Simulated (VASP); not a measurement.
Output of a VASP run:

**OSZICAR**
```
       N       E                     dE             d eps       ncg     rms          rms(c)
DAV:   1     0.197193872292E+02    0.19719E+02   -0.76805E+03  6840   0.126E+03
DAV:   2    -0.101529317823E+03   -0.12125E+03   -0.10948E+03  7376   0.405E+02
DAV:   3    -0.108446544957E+03   -0.69172E+01   -0.63973E+01  8208   0.799E+01
DAV:   4    -0.108614682997E+03   -0.16814E+00   -0.16613E+00  7316   0.121E+01
DAV:   5    -0.108616692157E+03   -0.20092E-02   -0.20082E-02  7960   0.110E+00    0.230E+01
DAV:   6    -0.106244179614E+03    0.23725E+01   -0.71157E-01  7080   0.813E+00    0.119E+01
DAV:   7    -0.105065511302E+03    0.11787E+01   -0.24990E+00  7700   0.145E+01    0.283E+00
DAV:   8    -0.105813471564E+03   -0.74796E+00   -0.36248E-01  7384   0.569E+00    0.361E-01
DAV:   9    -0.105984177675E+03   -0.17071E+00   -0.94585E-02  7556   0.277E+00    0.376E-01
DAV:  10    -0.105983213851E+03    0.96382E-03   -0.32833E-03  7124   0.569E-01    0.252E-01
DAV:  11    -0.105983983333E+03   -0.76948E-03   -0.25937E-03  7392   0.440E-01    0.499E-02
DAV:  12    -0.105984577014E+03   -0.59368E-03   -0.15179E-04  6972   0.143E-01    0.462E-02
DAV:  13    -0.105984567971E+03    0.90435E-05   -0.27779E-05  6992   0.527E-02    0.219E-02
DAV:  14    -0.105984604217E+03   -0.36247E-04   -0.13774E-05  7080   0.390E-02    0.768E-03
DAV:  15    -0.105984606520E+03   -0.23026E-05   -0.14188E-06  7768   0.134E-02    0.200E-03
DAV:  16    -0.105984606349E+03    0.17092E-06   -0.48527E-07  6776   0.639E-03    0.124E-04
DAV:  17    -0.105984606481E+03   -0.13146E-06   -0.89803E-08  3488   0.280E-03    0.553E-04
DAV:  18    -0.105984606578E+03   -0.97122E-07   -0.36881E-09  3468   0.758E-04
   1 F= -.10598461E+03 E0= -.10598434E+03  d E =-.814490E-03
```

File OUTCAR:
```
------------------------ aborting loop because EDIFF is reached ----------------------------------------
  FORCE on cell =-STRESS in cart. coord.  units (eV):
  Direction    XX          YY          ZZ          XY          YZ          ZX
  --------------------------------------------------------------------------------------
  Total        2.1074402      0.7475735      0.6680952      0.0000000     -0.0000000      0.0000000
  in kB      122.0147294     43.2823535     38.6807932      0.0000000     -0.0000000      0.0000000
  external PRESSURE =      67.9926254 kB  Pullay stress =       0.0000000 kB
  volume of cell :       27.67
      direct lattice vectors                 reciprocal lattice vectors
     1.350096409 -2.374045912  0.000000000     0.370343923 -0.210610923  0.000000000
     1.350096409  2.374045912  0.000000000     0.370343923  0.210610923  0.000000000
     0.000000000  0.000000000  4.316877229     0.000000000  0.000000000  0.231648932
 POSITION                                       TOTAL-FORCE (eV/Angst)
 -----------------------------------------------------------------------------------
      1.35010      0.79135      1.07922         0.000000     -0.085699      0.000000
      1.35010     -0.79135      3.23766         0.000000      0.085699     -0.000000
 -----------------------------------------------------------------------------------
    total drift:                                0.000000     -0.000000      0.000000
  FREE ENERGIE OF THE ION-ELECTRON SYSTEM (eV)
  ---------------------------------------------------
  free  energy   TOTEN  =      -105.9846065776 eV

  energy  without entropy=     -105.9837920880  energy(sigma->0) =     -105.98433508
```
(Selected blocks of OUTCAR.)

### POSCAR
```
Os
1
    1.3500964085    -2.3740459120     0.0000000000
    1.3500964085     2.3740459120     0.0000000000
    0.0000000000     0.0000000000     4.3168772285
Os
2
Direct
  0.3333330000   0.6666670000   0.2500000000
  0.6666670000   0.3333330000   0.7500000000
```

### Question
Write an INCAR and KPOINTS that could have produced this output.

### Answer
Several could match; the one computed here: the input of the run itself, r2SCAN meta-GGA, plane waves, VASP's PBE PAW potentials (set 64).

INCAR:
```
SYSTEM  =  Os
PREC  =  Accurate; ENCUT  =  480; LREAL  =  .FALSE.
LASPH  =  .TRUE.
EDIFF  =  1E-7; NELM  =  100; ALGO  =  Normal
LMAXMIX  =  6; LMIXTAU  =  .TRUE.
ISMEAR  =  1; SIGMA  =  0.1
METAGGA  =  R2SCAN
ISIF  =  2
LWAVE  =  .FALSE.; LCHARG  =  .FALSE.
```

### KPOINTS
```
Automatic mesh
0
Gamma
14 14 8
0 0 0
```

POTCAR, in this order: Os (PBE.64 set). Program: vasp_std.

The compound is Os in the hcp structure. This cell was strained or had an atom moved on purpose.
